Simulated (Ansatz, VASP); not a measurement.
## One calculation of ZnCd2Se3, two programs

```
Zn Cd Se
1.0
     4.26192    0.00000    0.00000
    -2.13096    3.69093    0.00000
     0.00000    0.00000   21.08848
Zn Cd Se
2 4 6
Direct
  0.00000 0.00000 0.50479
  0.00000 0.00000 0.83122
  0.66667 0.33333 0.99570
  0.66667 0.33333 0.34305
  0.66667 0.33333 0.66946
  0.00000 0.00000 0.16928
  0.66667 0.33333 0.12233
  0.66667 0.33333 0.47012
  0.66667 0.33333 0.79654
  0.00000 0.00000 0.29590
  0.00000 0.00000 0.62258
  0.00000 0.00000 0.94902
```

Alike in both runs: task single point; functional PBE; k mesh 6 × 6 × 1; occupations gaussian, width 0.1 eV; no spin polarisation.

```csv
,VASP,Ansatz
version,VASP 6.6.1,Ansatz 0.2.0
potentials or method,"VASP PAW PBE potentials, release 64 (Zn, Cd, Se)","scalar-relativistic, plane waves, PAW"
plane-wave cutoff (eV),520,420
valence electrons in the cell,108,200
```

VASP gave:

| Property | Result |
| --- | --- |
| gap on the k mesh at the Fermi level (eV) | 0.57 |
| least direct gap on the mesh (eV) | 0.57 |
| pressure (GPa) | 0.3 |
| rms of the force components (eV/Å) | 0.005 |

**Question.** Which values does Ansatz return?

**Answer.** gap on the k mesh at the Fermi level (eV): 0.57; least direct gap on the mesh (eV): 0.57; pressure (GPa): 0.0; rms of the force components (eV/Å): 0.001.

Atom by atom the forces differ by 0.005 eV/Å (rms over components). The two sets of potentials don't hold the same shells in valence.
